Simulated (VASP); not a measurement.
Data:

```
C
1.0
    0.00000     1.80498     1.80498
    1.80498     0.00000     1.80498
    1.80498     1.80498     0.00000
C
2
Cartesian
  0.00000   0.00000   0.00000
  0.90249   0.90249   0.90249
```

These are PW91 GGA, VASP's PBE PAW potentials (set 64) (plane waves; VASP) values and carry that method's errors. Run with 520 eV cut-off, 13×13×13 Γ-centred mesh, Gaussian smearing of 0.050 eV, potentials C.

Question: Predict the energy per atom (σ→0), pressure.

Answer: 
energy per atom (σ→0): -9.090 eV/atom
pressure: -12.13 GPa

The compound is C in the diamond structure. This cell is one point of a volume scan, at 1.03 of the reference volume.
